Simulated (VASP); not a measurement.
# A VASP study of MnCO3 (Rhodochrosite) (rev-vdW-DF2 + U): structure first, properties next, part 3 of 9

Wanted: the relaxed cell of MnCO3 (Rhodochrosite) and its properties. The start is a cell from a database of measured crystal structures.

VASP 6.6.1; rev-vdW-DF2, DFT+U (Mn d 5 eV), spin-polarised from a ferromagnetic start; plane waves and PAW (Mn_pv, C, O).

Still holding for the runs below: The magnetic state follows from one typed start and may not be the lowest.

So far, gap on the k-mesh (eV): step 2 (relaxing cell and atoms (rev-vdW-DF2 + U)) 3.65. The relaxed cell has a = 4.822, c = 15.570 Å (conventional setting).

### 3. Second relaxation

A relaxation keeps the plane waves of the cell it began with, so it is repeated from the new cell, on a basis made for it.

INCAR reads:

```
SYSTEM = MnCO3
PREC = Accurate
ENCUT = 520
EDIFF = 1E-06
NELM = 100
ISMEAR = 0
SIGMA = 0.05
LREAL = .FALSE.
ALGO = Normal
GGA = MK
AGGAC = 0
LUSE_VDW = .TRUE.
PARAM1 = 0.1234
PARAM2 = 0.711357
ZAB_VDW = -1.8867
LASPH = .TRUE.
NBANDS = 55
ISPIN = 2
MAGMOM = 4 4 0 0 0 0 0 0 0 0
LDAU = .TRUE.
LDAUTYPE = 2
LDAUL = 2 -1 -1
LDAUU = 5 0 0
LDAUJ = 0 0 0
LDAUPRINT = 1
LMAXMIX = 4
LORBIT = 11
LWAVE = .FALSE.
LCHARG = .FALSE.
KPAR = 8
IBRION = 2
NSW = 60
ISIF = 3
EDIFFG = -0.01
```

POSCAR reads:

```
MnCO3
1.0
    2.4109894724      4.1759562626      0.0000000000
   -2.4109894724      4.1759562626      0.0000000000
    0.0000000000     -2.7839708417      5.1899937859
Mn C O
2 2 6
Direct
    0.0000000000      0.0000000000      0.0000000000
    0.5000000000      0.5000000000      0.5000000000
    0.2500000000      0.2500000000      0.7500000000
    0.7500000000      0.7500000000      0.2500000000
    0.5191346289      0.9808653711      0.7500000000
    0.2500000000      0.5191346289      0.7500000000
    0.9808653711      0.2500000000      0.7500000000
    0.4808653711      0.0191346289      0.2500000000
    0.7500000000      0.4808653711      0.2500000000
    0.0191346289      0.7500000000      0.2500000000
```

KPOINTS reads:

```
Automatic mesh
0
Gamma
5 5 5
0 0 0
```

Potentials, in the order of the species: Mn_pv, C and O (PBE family, release 64).

Run with:

```sh
$ mpirun -np 8 vasp_std
```

The program printed:

```text
[banner, memory and clock lines left out]
running    8 mpi-ranks, on    1 nodes
 distrk:  each k-point on    1 cores,    8 groups
 distr:  one band on    1 cores,    1 groups

 POSCAR found type information on POSCAR MnC O
 POSCAR found :  3 types and      10 ions
 [... a notice as in an earlier step ...]

 [... a notice as in an earlier step ...]

 [... a notice as in an earlier step ...]

 LDA part: xc-table for (Slater+PW92), standard interpolation
 POSCAR, INCAR and KPOINTS ok, starting setup
 FFT: planning ... GRIDC
 FFT: planning ... GRID_SOFT
 FFT: planning ... GRID
 WAVECAR not read
 entering main loop
       N       E                     dE             d eps       ncg     rms          rms(c)
DAV:   1     0.809748504262E+03    0.80975E+03   -0.36514E+04  4292   0.139E+03
DAV:   2     0.141553717842E+02   -0.79559E+03   -0.73349E+03  4255   0.413E+02
DAV:   3    -0.637825678941E+02   -0.77938E+02   -0.76230E+02  4828   0.142E+02
DAV:   4    -0.655030338615E+02   -0.17205E+01   -0.17097E+01  4992   0.219E+01
DAV:   5    -0.655294268967E+02   -0.26393E-01   -0.26368E-01  5316   0.273E+00    0.242E+01
DAV:   6    -0.610890536267E+02    0.44404E+01   -0.26740E+01  5256   0.332E+01    0.190E+01
DAV:   7    -0.621658886530E+02   -0.10768E+01   -0.43874E+00  4793   0.136E+01    0.115E+01
DAV:   8    -0.623062172205E+02   -0.14033E+00   -0.41059E-01  5179   0.450E+00    0.834E+00
DAV:   9    -0.624143909720E+02   -0.10817E+00   -0.21942E-01  5009   0.307E+00    0.100E+00
DAV:  10    -0.624235429944E+02   -0.91520E-02   -0.42820E-02  5076   0.127E+00    0.288E-01
DAV:  11    -0.624320679952E+02   -0.85250E-02   -0.11097E-02  5191   0.874E-01    0.278E-01
DAV:  12    -0.624341394653E+02   -0.20715E-02   -0.70366E-04  4900   0.281E-01    0.809E-02
DAV:  13    -0.624342151063E+02   -0.75641E-04   -0.24473E-04  4838   0.796E-02    0.465E-02
DAV:  14    -0.624342324784E+02   -0.17372E-04   -0.22982E-05  4773   0.375E-02    0.172E-02
DAV:  15    -0.624342409117E+02   -0.84333E-05   -0.65370E-06  4742   0.204E-02    0.112E-02
DAV:  16    -0.624342415612E+02   -0.64947E-06   -0.22045E-06  3908   0.935E-03
   1 F= -.62434242E+02 E0= -.62434242E+02  d E =-.624342E+02  mag=    10.0000
 curvature:   0.00 expect dE= 0.000E+00 dE for cont linesearch  0.000E+00
 trial: gam= 0.00000 g(F)=  0.547E-05 g(S)=  0.885E-05 ort = 0.000E+00 (trialstep = 0.100E+01)
 search vector abs. value=  0.143E-04
 reached required accuracy - stopping structural energy minimisation
```

Elapsed: 1.9 min, on 8 MPI ranks of Intel Xeon 6975P-C (Granite Rapids), shared host; peak memory 5.7 GiB; 14 min of CPU time.

Parts of OUTCAR (step 3):

```text
  LATTYP: Found a trigonal (rhomboedric) cell.
 ALAT       =     5.8895270732
 COS(alpha) =     0.6648341371

 Found     19 irreducible k-points:

   ENCUT  =  520.0 eV  38.22 Ry    6.18 a.u.   8.97  8.97 10.95*2*pi/ulx,y,z

   NELECT =      70.0000    total number of electrons

atom =   1  type =  1  l = 2

 onsite density matrix

spin component  1

  0.9551  0.0135 -0.0000  0.0093 -0.0000
  0.0135  0.9693  0.0000  0.0000  0.0093
 -0.0000  0.0000  0.9457  0.0000 -0.0000
  0.0093  0.0000  0.0000  0.9693 -0.0135
 -0.0000  0.0093 -0.0000 -0.0135  0.9551

spin component  2

  0.0257  0.0193 -0.0000  0.0153 -0.0000
  0.0193  0.0445 -0.0000  0.0000  0.0153
 -0.0000 -0.0000  0.0128  0.0000 -0.0000
  0.0153  0.0000  0.0000  0.0445 -0.0193
 -0.0000  0.0153 -0.0000 -0.0193  0.0257

 occupancies and eigenvectors

  o =  0.0088  v =  0.0000  0.0000  0.0000  0.0000  0.0000  0.7904 -0.5255  0.0000 -0.2128  0.2320      0.0000  0.0000  0.0000  0.0000  0.0000  0.0000  0.0000  0.0000  0.0000  0.0000
  o =  0.0088  v =  0.0000  0.0000  0.0000  0.0000  0.0000  0.2320  0.2128 -0.0000 -0.5255 -0.7904      0.0000  0.0000  0.0000  0.0000  0.0000  0.0000  0.0000  0.0000  0.0000  0.0000
  o =  0.0128  v =  0.0000  0.0000  0.0000  0.0000  0.0000 -0.0000  0.0000  1.0000 -0.0000 -0.0000      0.0000  0.0000  0.0000  0.0000  0.0000  0.0000  0.0000  0.0000  0.0000  0.0000
  o =  0.0614  v =  0.0000  0.0000  0.0000  0.0000  0.0000 -0.4041 -0.8191  0.0000  0.0879 -0.3976      0.0000  0.0000  0.0000  0.0000  0.0000  0.0000  0.0000  0.0000  0.0000  0.0000
  o =  0.0614  v =  0.0000  0.0000  0.0000  0.0000  0.0000  0.3976  0.0879  0.0000  0.8191 -0.4041      0.0000  0.0000  0.0000  0.0000  0.0000  0.0000  0.0000  0.0000  0.0000  0.0000
  o =  0.9443  v =  0.8194 -0.5048  0.0000 -0.2160  0.1647  0.0000  0.0000  0.0000  0.0000  0.0000      0.0000  0.0000  0.0000  0.0000  0.0000  0.0000  0.0000  0.0000  0.0000  0.0000
  o =  0.9443  v =  0.1647  0.2160 -0.0000 -0.5048 -0.8194  0.0000  0.0000  0.0000  0.0000  0.0000      0.0000  0.0000  0.0000  0.0000  0.0000  0.0000  0.0000  0.0000  0.0000  0.0000
  o =  0.9457  v = -0.0000  0.0000  1.0000 -0.0000 -0.0000  0.0000  0.0000  0.0000  0.0000  0.0000      0.0000  0.0000  0.0000  0.0000  0.0000  0.0000  0.0000  0.0000  0.0000  0.0000
  o =  0.9801  v = -0.4156 -0.8308  0.0000  0.0913 -0.3588  0.0000  0.0000  0.0000  0.0000  0.0000      0.0000  0.0000  0.0000  0.0000  0.0000  0.0000  0.0000  0.0000  0.0000  0.0000
  o =  0.9801  v =  0.3588  0.0913  0.0000  0.8308 -0.4156  0.0000  0.0000  0.0000  0.0000  0.0000      0.0000  0.0000  0.0000  0.0000  0.0000  0.0000  0.0000  0.0000  0.0000  0.0000

atom =   2  type =  1  l = 2

 onsite density matrix

spin component  1

  0.9551 -0.0135  0.0000  0.0093  0.0000
 -0.0135  0.9693  0.0000 -0.0000  0.0093
  0.0000  0.0000  0.9457 -0.0000 -0.0000
  0.0093 -0.0000 -0.0000  0.9693  0.0135
  0.0000  0.0093 -0.0000  0.0135  0.9551

spin component  2

  0.0257 -0.0193  0.0000  0.0153  0.0000
 -0.0193  0.0445 -0.0000 -0.0000  0.0153
  0.0000 -0.0000  0.0128 -0.0000 -0.0000
  0.0153 -0.0000 -0.0000  0.0445  0.0193
  0.0000  0.0153 -0.0000  0.0193  0.0257

 occupancies and eigenvectors

  o =  0.0088  v =  0.0000  0.0000  0.0000  0.0000  0.0000  0.7913  0.5246 -0.0000 -0.2148 -0.2289      0.0000  0.0000  0.0000  0.0000  0.0000  0.0000  0.0000  0.0000  0.0000  0.0000
  o =  0.0088  v =  0.0000  0.0000  0.0000  0.0000  0.0000  0.2289 -0.2148  0.0000 -0.5246  0.7913      0.0000  0.0000  0.0000  0.0000  0.0000  0.0000  0.0000  0.0000  0.0000  0.0000
  o =  0.0128  v =  0.0000  0.0000  0.0000  0.0000  0.0000  0.0000  0.0000  1.0000  0.0000 -0.0000      0.0000  0.0000  0.0000  0.0000  0.0000  0.0000  0.0000  0.0000  0.0000  0.0000
  o =  0.0614  v =  0.0000  0.0000  0.0000  0.0000  0.0000 -0.4042  0.8191 -0.0000  0.0878  0.3975      0.0000  0.0000  0.0000  0.0000  0.0000  0.0000  0.0000  0.0000  0.0000  0.0000
  o =  0.0614  v =  0.0000  0.0000  0.0000  0.0000  0.0000  0.3975 -0.0878 -0.0000  0.8191  0.4042      0.0000  0.0000  0.0000  0.0000  0.0000  0.0000  0.0000  0.0000  0.0000  0.0000
  o =  0.9443  v =  0.8194  0.5048 -0.0000 -0.2160 -0.1648  0.0000  0.0000  0.0000  0.0000  0.0000      0.0000  0.0000  0.0000  0.0000  0.0000  0.0000  0.0000  0.0000  0.0000  0.0000
  o =  0.9443  v = -0.1648  0.2160 -0.0000  0.5048 -0.8194  0.0000  0.0000  0.0000  0.0000  0.0000      0.0000  0.0000  0.0000  0.0000  0.0000  0.0000  0.0000  0.0000  0.0000  0.0000
  o =  0.9457  v = -0.0000 -0.0000 -1.0000 -0.0000  0.0000  0.0000  0.0000  0.0000  0.0000  0.0000      0.0000  0.0000  0.0000  0.0000  0.0000  0.0000  0.0000  0.0000  0.0000  0.0000
  o =  0.9801  v = -0.4156  0.8308 -0.0000  0.0913  0.3589  0.0000  0.0000  0.0000  0.0000  0.0000      0.0000  0.0000  0.0000  0.0000  0.0000  0.0000  0.0000  0.0000  0.0000  0.0000
  o =  0.9801  v =  0.3589 -0.0913 -0.0000  0.8308  0.4156  0.0000  0.0000  0.0000  0.0000  0.0000      0.0000  0.0000  0.0000  0.0000  0.0000  0.0000  0.0000  0.0000  0.0000  0.0000

 E-fermi :   3.5477

 spin component 1
 k-point     1 :       0.0000    0.0000    0.0000
  band No.  band energies     occupation
    ...
     36       1.5150      1.00000
     37       1.5151      1.00000
     38       1.5151      1.00000
     39       2.9551      1.00000
     40       2.9551      1.00000
     41       7.0743      0.00000
     42       7.4778      0.00000
     43       7.6403      0.00000
     44      11.5859      0.00000
     45      13.1318      0.00000
    ...

 k-point     2 :       0.2000   -0.0000   -0.0000
  band No.  band energies     occupation
    ...
     36       1.5117      1.00000
     37       1.7725      1.00000
     38       1.9866      1.00000
     39       2.7899      1.00000
     40       2.9634      1.00000
     41       7.5439      0.00000
     42       7.6602      0.00000
     43       7.8941      0.00000
     44      12.0000      0.00000
     45      12.2700      0.00000
    ...

 k-point     3 :       0.4000   -0.0000    0.0000
  band No.  band energies     occupation
    ...
     36       1.6182      1.00000
     37       2.3005      1.00000
     38       2.3275      1.00000
     39       2.6617      1.00000
     40       2.9318      1.00000
     41       7.7910      0.00000
     42       7.8843      0.00000
     43       9.1562      0.00000
     44      10.6489      0.00000
     45      12.0713      0.00000
    ...

 k-point     4 :       0.2000    0.2000   -0.0000
  band No.  band energies     occupation
    ...
     36       1.4719      1.00000
     37       1.6385      1.00000
     38       1.9972      1.00000
     39       2.6618      1.00000
     40       2.9923      1.00000
     41       7.4557      0.00000
     42       7.6597      0.00000
     43       8.1160      0.00000
     44      11.6692      0.00000
     45      12.4668      0.00000
    ...

Total vdW correction in eV:     12.6161256

  Total        0.0271879      0.0271879      0.0188919      0.0000000      0.0000000      0.0000000
  in kB        0.4168103      0.4168103      0.2896262      0.0000000      0.0000000      0.0000000
  external PRESSURE =       0.3744156 kB  Pullay stress =       0.0000000 kB

  energy-cutoff  :      520.00
  volume of cell :      104.51
      direct lattice vectors                 reciprocal lattice vectors
     2.410989472  4.175956263  0.000000000     0.207383734  0.119733055  0.064226153
    -2.410989472  4.175956263  0.000000000    -0.207383734  0.119733055  0.064226153
     0.000000000 -2.783970842  5.189993786     0.000000000  0.000000000  0.192678458

 POSITION                                       TOTAL-FORCE (eV/Angst)
 -----------------------------------------------------------------------------------
      0.00000      0.00000      0.00000        -0.000000     -0.000000      0.000000
      0.00000      2.78397      2.59500        -0.000000     -0.000000      0.000000
      0.00000      0.00000      3.89250        -0.000000     -0.000000      0.000000
      0.00000      5.56794      1.29750        -0.000000     -0.000000      0.000000
     -1.11323      4.17596      3.89250        -0.004348     -0.000000      0.000000
     -0.64888      1.12389      3.89250         0.002174     -0.003766      0.000000
      1.76211      3.05206      3.89250         0.002174      0.003766     -0.000000
      1.11323      1.39199      1.29750         0.004348     -0.000000     -0.000000
      0.64888      4.44405      1.29750        -0.002174      0.003766     -0.000000
     -1.76211      2.51588      1.29750        -0.002174     -0.003766      0.000000
 -----------------------------------------------------------------------------------
    total drift:                                0.000000      0.000000      0.000000

  FREE ENERGIE OF THE ION-ELECTRON SYSTEM (eV)
  ---------------------------------------------------
  free  energy   TOTEN  =       -62.4342415612 eV

  energy  without entropy=      -62.4342415612  energy(sigma->0) =      -62.43424156

Total vdW correction in eV:     12.6160780

 total charge
# of ion       s       p       d       tot
------------------------------------------
    1        0.178   6.154   4.929  11.262
    2        0.178   6.154   4.929  11.262
    3        0.842   1.685   0.000   2.527
    4        0.842   1.685   0.000   2.527
    5        1.556   3.596   0.000   5.152
    6        1.556   3.596   0.000   5.152
    7        1.556   3.596   0.000   5.152
    8        1.556   3.596   0.000   5.152
    9        1.556   3.596   0.000   5.152
   10        1.556   3.596   0.000   5.152
--------------------------------------------------
tot         11.377  37.253   9.859  58.488

[... 6 parts as in an earlier step ...]

[... 11 further parts left out ...]
```

CONTCAR:

```
MnCO3
   1.00000000000000
     2.4109894723999998    4.1759562625999997    0.0000000000000000
    -2.4109894723999998    4.1759562625999997    0.0000000000000000
     0.0000000000000000   -2.7839708417000000    5.1899937858999996
  Mn              C               O
     2     2     6
Direct
     0.0000000000000000    0.0000000000000000    0.0000000000000000
     0.5000000000000000    0.5000000000000000    0.5000000000000000
     0.2500000000000000    0.2500000000000000    0.7500000000000000
     0.7500000000000000    0.7500000000000000    0.2500000000000000
     0.5191346288999981    0.9808653711000019    0.7500000000000000
     0.2500000000000000    0.5191346288999981    0.7500000000000000
     0.9808653711000019    0.2500000000000000    0.7500000000000000
     0.4808653711000019    0.0191346288999981    0.2500000000000000
     0.7500000000000000    0.4808653711000019    0.2500000000000000
     0.0191346288999981    0.7500000000000000    0.2500000000000000
```

Little changed from the start: no atom moved by 0.005 Å and no cell edge by 0.1 %.

This step gave:

```
free energy (TOTEN)             : -62.4342 eV
Fermi energy                    : 3.548 eV
pressure                        : 0.03744 GPa
SCF cycles over all ionic steps : 16
```

It ends with a largest force of 0.004 eV/Å and a pressure of 0.04 GPa. The volume moved by under 0.01 %: the run met its threshold at the first step.

[end of part 3 of 9]

[Lines on the potential files, build, host, timing and source positions are cut from VASP's logs without a mark.]

[Logs are printed without paths, hosts, clocks, repeated set-up lines and the standing remarks that a program may print on its own settings, such as how far it seeks lower states.]

[Hosts, paths, dates, database ids (printed as entryN), source tags and the programs' standing remarks are cut or masked in the printed files.]

[A measured line is paired with the nearest computed mode of its activity, which favours agreement.]
